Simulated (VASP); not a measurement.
# NaLaMnMoO6 (Cm) in VASP: a series of runs, part 2 of 3

VASP 6.6.1.

### Step 4. Relaxation of cell and atoms, LDA, collinear spin, ferromagnetic start

The input, INCAR:

```
SYSTEM = NaLaMnMoO6
ALGO = Normal
EDIFF = 1E-6
EDIFFG = -0.02
ENCUT = 600
IBRION = 2
ISIF = 3
ISMEAR = -1
ISPIN = 2
KPAR = 4
LASPH = .True.
LCHARG = .False.
LMAXMIX = 6
LORBIT = 11
LREAL = .False.
LWAVE = .False.
MAGMOM = 0 0 4 1 0 0 0 0 0 0
NELM = 120
NSW = 40
PREC = Accurate
SIGMA = 0.05
```

The input, KPOINTS:

```
k-points
0
Gamma
  6 6 6
  0 0 0
```

The input, POSCAR:

```
NaLaMnMoO6
1.0
    4.7224200000     -2.7368800000      0.0020400000
    4.7224200000      2.7368800000      0.0020400000
   -3.1779600000      0.0000000000      4.4700000000
Na La Mn Mo O
1 1 1 1 6
Direct
    0.2502100000      0.2502100000      0.7445900000
    0.7511700000      0.7511700000      0.2570700000
    0.4991800000      0.4991800000      0.4991700000
    0.0011000000      0.0011000000      0.0011400000
    0.2850300000      0.7810600000      0.2852000000
    0.7810600000      0.2850300000      0.2852000000
    0.2518700000      0.2518700000      0.1877500000
    0.7477700000      0.7477700000      0.8112400000
    0.2188300000      0.7140700000      0.7152500000
    0.7140700000      0.2188300000      0.7152500000
```

Potentials or basis: VASP PAW LDA potentials, release 64 (Na_pv, La, Mn_pv, Mo_sv, O).

On the command line:

```console
$ cat potpaw_LDA.64/Na_pv/POTCAR potpaw_LDA.64/La/POTCAR potpaw_LDA.64/Mn_pv/POTCAR potpaw_LDA.64/Mo_sv/POTCAR potpaw_LDA.64/O/POTCAR > POTCAR
$ mpirun -np 4 vasp_std > vasp.out
```

Wall time 65 min (4 MPI ranks of Intel Xeon Platinum 8559C (Emerald Rapids), shared host); peak memory 0.9 GiB.

The run converged. Its results:

```yaml
Free_energy: -87.4167 eV
Relaxed_volume: 10.76 Å³/atom
Relaxed_cell: a = 5.329 Å, b = 5.329 Å, c = 5.355 Å, α = 120.07°, β = 120.07°, γ = 60.14°
Space_group_after_relaxing_to_0.05_Å: Cm (No. 8)
Energy_gained_by_relaxing: 34.5 meV/atom
Ionic_steps: 18
Pressure_after_relaxing: 0.0 GPa
Largest_force_after_relaxing: 0.020 eV/Å
Band_gap_on_the_k_mesh: none (metal or under the smearing width)
Net_moment: 1.14 μB per cell
Site_moments: Na +0.00; La -0.02; Mn +1.60; Mo -0.48; O +0.01 μB
Valence_electrons_inside_the_program's_atomic_spheres: Na 6.03; La 8.57; Mn 11.96; Mo 12.54; O 5.04, 5.03
```

Forces on the atoms (eV/Å):
```
Na  -0.005  0.000  0.013
La  -0.006  0.000 -0.001
Mn  -0.001  0.000  0.007
Mo   0.014  0.000 -0.006
O    0.010  0.012 -0.013
O    0.010 -0.012 -0.013
O   -0.014  0.000 -0.005
O   -0.006  0.000  0.006
O   -0.001  0.016  0.005
O   -0.001 -0.016  0.005
```

Stress tensor (GPa, compression positive):
```
 0.04  0.00  0.00
 0.00 -0.02  0.00
 0.00  0.00  0.09
```

Step by step:
```csv
step,energy change (eV),largest force (eV/Å),pressure (GPa),volume (Å³)
1,0.0000,0.1962,-12.41,115.58
2,0.0332,1.0882,16.90,101.24
3,-0.3120,0.4589,-0.27,108.18
4,-0.3120,0.4695,0.04,108.04
5,-0.3309,0.2358,0.60,107.25
6,-0.3329,0.1805,0.39,107.44
7,-0.3368,0.1337,-0.33,107.74
8,-0.3377,0.1108,-0.84,107.95
9,-0.3402,0.0749,-0.38,107.73
10,-0.3412,0.0813,0.15,107.47
11,-0.3420,0.0597,0.12,107.46
12,-0.3426,0.0652,0.10,107.44
13,-0.3426,0.0679,0.10,107.44
14,-0.3432,0.0626,-0.01,107.51
15,-0.3437,0.0594,-0.20,107.63
16,-0.3442,0.0350,0.15,107.49
17,-0.3443,0.0397,0.24,107.45
18,-0.3446,0.0200,0.04,107.56
```

Final structure:
```
Na La Mn Mo O
1.0
     4.61217   -2.67024    0.00288
     4.61217    2.67024    0.00288
    -3.10292    0.00000    4.36481
Na La Mn Mo O
1 1 1 1 6
Direct
  0.24964 0.24964 0.74384
  0.75121 0.75121 0.25454
  0.49926 0.49926 0.49926
  0.00085 0.00085 0.00110
  0.28002 0.77634 0.28414
  0.77634 0.28002 0.28414
  0.25366 0.25366 0.19586
  0.74635 0.74635 0.79874
  0.22692 0.71604 0.72013
  0.71604 0.22692 0.72013
```

Levels at points of the mesh, in eV from the Fermi level:
Spin up:
```tsv
k point	band 39	band 40	band 41	band 42	band 43	band 44
(0.00, 0.00, 0.00)	-2.45	-2.34	-2.22	-0.15	0.08	0.85
(0.50, 0.00, 0.00)	-1.32	-1.22	-1.16	0.32	0.41	0.52
(0.50, 0.50, 0.00)	-2.42	-0.96	-0.90	0.10	0.65	0.76
(0.00, 0.00, 0.50)	-1.37	-1.25	-1.17	0.26	0.30	0.56
(0.50, 0.00, 0.50)	-2.39	-0.93	-0.86	-0.15	0.76	0.97
(0.50, 0.50, 0.50)	-1.36	-1.28	-1.15	0.25	0.38	0.46
```
Spin down:
```tsv
k point	band 36	band 37	band 38	band 39	band 40	band 41	band 42	band 43	band 44	band 45
(0.00, 0.00, 0.00)	-3.15	-3.03	-2.94	-1.68	-1.65	-1.56	0.61	0.80	1.29	1.43
(0.50, 0.00, 0.00)	-3.50	-3.46	-3.23	-0.04	0.04	0.10	0.14	0.24	0.32	2.12
(0.50, 0.50, 0.00)	-3.70	-3.61	-2.79	-1.66	0.28	0.31	0.63	0.71	1.08	1.32
(0.00, 0.00, 0.50)	-3.39	-3.38	-3.09	-0.11	-0.06	0.06	0.11	0.24	0.35	2.09
(0.50, 0.00, 0.50)	-3.59	-3.57	-2.91	-1.60	0.31	0.37	0.47	0.81	0.94	1.46
(0.50, 0.50, 0.50)	-3.44	-3.36	-3.11	-0.13	-0.03	0.09	0.14	0.22	0.30	2.14
```

Caveat: a cell with one magnetic atom can't hold antiferromagnetic order, which such compounds often take; semilocal functionals often make such compounds metallic where correlation or magnetic order opens a gap, which also shifts bond lengths. Spin-orbit coupling is left out, which matters for the levels of La.

### Step 5. Relaxation of cell and atoms, PBEsol, collinear spin, ferromagnetic start

Edit INCAR of step 4 so:

```diff
@@ -5,2 +5,3 @@
 ENCUT = 600
+GGA = PS
 IBRION = 2
```

KPOINTS is that of step 4.

POSCAR is that of step 4.

Potentials or basis: VASP PAW PBE potentials, release 64 (Na_pv, La, Mn_pv, Mo_sv, O).

On the command line:

```console
$ cat potpaw_PBE.64/Na_pv/POTCAR potpaw_PBE.64/La/POTCAR potpaw_PBE.64/Mn_pv/POTCAR potpaw_PBE.64/Mo_sv/POTCAR potpaw_PBE.64/O/POTCAR > POTCAR
$ mpirun -np 4 vasp_std > vasp.out
```

OUTCAR:

```text
SYSTEM = NaLaMnMoO6
   EDIFF = 1E-6
   EDIFFG = -0.02
   ENCUT = 600
   GGA = PS
   IBRION = 2
   ISIF = 3
   ISMEAR = -1
   ISPIN = 2
   LASPH = .True.
   LORBIT = 11
   LREAL = .False.
   NELM = 120
   NSW = 40
   PREC = Accurate

 ion  position               nearest neighbor table
   1  0.250  0.250  0.745-
   2  0.751  0.751  0.257-   8 2.43   9 2.54  10 2.54   6 2.55   5 2.55   7 2.76   7 2.76   4 3.33
                             3 3.33   3 3.34   3 3.34   4 3.35   4 3.35   4 3.37   3 3.39
   3  0.499  0.499  0.499-   7 1.94   6 1.94   5 1.94   9 1.94  10 1.94   8 1.95   2 3.33   2 3.34
                             2 3.34   2 3.39
   4  0.001  0.001  0.001-   7 1.96   6 1.97   5 1.97   9 1.97  10 1.97   8 1.98   2 3.33   2 3.35
                             2 3.35   2 3.37
   5  0.285  0.781  0.285-   3 1.94   4 1.97   2 2.55
   6  0.781  0.285  0.285-   3 1.94   4 1.97   2 2.55
   7  0.252  0.252  0.188-   3 1.94   4 1.96   2 2.76   2 2.76
   8  0.748  0.748  0.811-   3 1.95   4 1.98   2 2.43
   9  0.219  0.714  0.715-   3 1.94   4 1.97   2 2.54
  10  0.714  0.219  0.715-   3 1.94   4 1.97   2 2.54

  LATTYP: Found a base centered monoclinic cell.
 ALAT       =     9.4448408812
 B/A-ratio  =     0.5795502612
 C/A-ratio  =     0.5806930802
 COS(beta)  =    -0.5790860831

  Lattice vectors:
[... 440 lines left out ...]
  free energy    TOTEN  =       -82.89871621 eV

  energy without entropy =      -82.87721373  energy(sigma->0) =      -82.88796497

 E-fermi :   8.1482     XC(G=0): -11.8013

 val. band max:        8.1436880256   @ k =  -0.0000  -0.0000   0.5000
 cond. band min:       8.1672813263   @ k =  -0.0000  -0.0000   0.5000
 fundamental gap:      0.0235933007
 Fermi energy:         8.1481959686

 spin component 1

 k-point     1 :       0.0000    0.0000    0.0000
  band No.  band energies     occupation
      1     -54.6679      1.00000
      2     -42.2141      1.00000
      3     -42.1677      1.00000
      4     -42.1637      1.00000
      5     -28.9196      1.00000
      6     -28.8939      1.00000
[... 1285 lines left out ...]
     50      10.6797      0.00000
     51      10.7041      0.00000

 [... further k-points ...]

 spin component 2

 k-point     1 :       0.0000    0.0000    0.0000
  band No.  band energies     occupation
      1     -55.0833      1.00000
      2     -39.9684      1.00000
      3     -39.9591      1.00000
      4     -39.8808      1.00000
      5     -29.3633      1.00000
      6     -29.3511      1.00000
[... 1324 lines left out ...]
  FREE ENERGIE OF THE ION-ELECTRON SYSTEM (eV)
  ---------------------------------------------------
  free  energy   TOTEN  =       -82.8987162063 eV

  energy  without entropy=      -82.8772137293  energy(sigma->0) =      -82.88796497

 reached required accuracy - stopping structural energy minimisation

 total charge

# of ion       s       p       d       f       tot
--------------------------------------------------
    1        0.043   5.987   0.000   0.000   6.030
    2        2.020   5.683   0.579   0.245   8.526
    3        0.329   6.432   5.060   0.000  11.821
    4        2.356   6.339   3.772   0.000  12.467
    5        1.555   3.472   0.000   0.000   5.027
    6        1.555   3.472   0.000   0.000   5.027
    7        1.556   3.465   0.000   0.000   5.020
    8        1.557   3.473   0.000   0.000   5.030
    9        1.555   3.472   0.000   0.000   5.027
   10        1.555   3.472   0.000   0.000   5.027
--------------------------------------------------
tot         14.080  45.265   9.411   0.245  69.001

 magnetization (x)

# of ion       s       p       d       f       tot
--------------------------------------------------
    1        0.000   0.000   0.000   0.000   0.001
    2       -0.000   0.001  -0.005  -0.013  -0.017
    3        0.008   0.016   2.054   0.000   2.077
    4       -0.007  -0.009  -0.577   0.000  -0.593
    5        0.001   0.008   0.000   0.000   0.009
    6        0.001   0.008   0.000   0.000   0.009
    7        0.001   0.008   0.000   0.000   0.010
    8        0.001   0.008   0.000   0.000   0.009
    9        0.001   0.007   0.000   0.000   0.008
   10        0.001   0.007   0.000   0.000   0.008
--------------------------------------------------
tot          0.006   0.055   1.472  -0.013   1.520
```

OSZICAR:

```text
N       E                     dE             d eps       ncg     rms          rms(c)
DAV:   1     0.113104116500E+04    0.11310E+04   -0.42895E+04 16849   0.259E+03
DAV:   2     0.145435352014E+03   -0.98561E+03   -0.90795E+03 14088   0.603E+02
DAV:   3    -0.740650924887E+02   -0.21950E+03   -0.20504E+03 17119   0.240E+02
[... 140 lines left out ...]
DAV:   1    -0.828985583271E+02    0.64428E-04   -0.34727E-02 16042   0.124E+00    0.123E-01
DAV:   2    -0.828987662942E+02   -0.20797E-03   -0.20772E-03 20364   0.336E-01    0.103E-01
DAV:   3    -0.828987454638E+02    0.20830E-04   -0.38618E-04 19001   0.152E-01    0.835E-02
DAV:   4    -0.828987170388E+02    0.28425E-04   -0.68940E-05 19054   0.664E-02    0.200E-02
DAV:   5    -0.828987160753E+02    0.96348E-06   -0.12256E-05 21368   0.220E-02    0.843E-03
DAV:   6    -0.828987162063E+02   -0.13100E-06   -0.14397E-06  9571   0.941E-03
  14 F= -.82898716E+02 E0= -.82887965E+02  d E =-.941418E-04  mag=     1.5171
```

Wall time 44 min (4 MPI ranks of Intel Xeon Platinum 8559C (Emerald Rapids), shared host); peak memory 1 GiB.

What came out:

- Free energy: -82.8987 eV
- Relaxed volume: 11.10 Å³/atom
- Relaxed cell: a = 5.385 Å, b = 5.385 Å, c = 5.411 Å, α = 120.02°, β = 120.02°, γ = 60.13°
- Space group after relaxing (to 0.05 Å): Cm (No. 8)
- Energy gained by relaxing: 9.0 meV/atom
- Ionic steps: 14
- Pressure after relaxing: 0.0 GPa
- Largest force after relaxing: 0.013 eV/Å
- Band gap on the k mesh: none (metal or under the smearing width)
- Net moment: 1.52 μB per cell
- Site moments: Na +0.00; La -0.02; Mn +2.08; Mo -0.59; O +0.01 μB
- Valence electrons inside the program's atomic spheres: Na 6.03; La 8.53; Mn 11.82; Mo 12.47; O 5.03, 5.02

Forces on the atoms (eV/Å):
```
Na  -0.001  0.000  0.004
La  -0.009  0.000  0.001
Mn   0.002  0.000 -0.007
Mo  -0.011  0.000 -0.002
O   -0.003  0.005 -0.005
O   -0.003 -0.005 -0.005
O   -0.006  0.000  0.012
O    0.008  0.000  0.007
O    0.012  0.000 -0.002
O    0.012  0.000 -0.002
```

Stress tensor (GPa, compression positive):
```
 0.04  0.00  0.03
 0.00 -0.11  0.00
 0.03  0.00  0.04
```

Step by step:
| step | energy change (eV) | largest force (eV/Å) | pressure (GPa) | volume (Å³) |
| --- | --- | --- | --- | --- |
| 1 | 0.0000 | 0.2028 | -6.17 | 115.58 |
| 2 | -0.0055 | 0.6875 | 6.29 | 108.30 |
| 3 | -0.0787 | 0.2736 | -0.36 | 111.77 |
| 4 | -0.0880 | 0.0701 | 0.17 | 111.04 |
| 5 | -0.0880 | 0.0698 | 0.16 | 111.04 |
| 6 | -0.0887 | 0.0549 | -0.16 | 111.17 |
| 7 | -0.0888 | 0.0520 | -0.38 | 111.27 |
| 8 | -0.0892 | 0.0393 | -0.28 | 111.21 |
| 9 | -0.0897 | 0.0369 | -0.01 | 111.04 |
| 10 | -0.0898 | 0.0353 | 0.01 | 111.02 |
| 11 | -0.0900 | 0.0432 | 0.10 | 110.96 |
| 12 | -0.0901 | 0.0277 | 0.05 | 110.99 |
| 13 | -0.0902 | 0.0209 | -0.06 | 111.05 |
| 14 | -0.0903 | 0.0135 | -0.01 | 111.03 |

Final structure:
```
CELL_PARAMETERS angstrom
4.66097 -2.69785 0.00544
4.66097 2.69785 0.00544
-3.13337 0.00000 4.41126
ATOMIC_POSITIONS crystal
Na 0.24984 0.24984 0.74447
La 0.75153 0.75153 0.25620
Mn 0.49920 0.49920 0.49922
Mo 0.00099 0.00099 0.00104
O 0.28369 0.77901 0.28533
O 0.77901 0.28369 0.28533
O 0.25259 0.25259 0.19028
O 0.74705 0.74705 0.80683
O 0.22214 0.71424 0.71658
O 0.71424 0.22214 0.71658
```

Caveat: the PAW data sets were made with another functional, which shifts forces and pressure a little; a cell with one magnetic atom can't hold antiferromagnetic order, which such compounds often take; semilocal functionals often make such compounds metallic where correlation or magnetic order opens a gap, which also shifts bond lengths. With open d or f shells a metallic result of PBEsol can be an artefact of self-interaction; +U or a hybrid may open a gap.

(Part 2 of 3 ends here.)
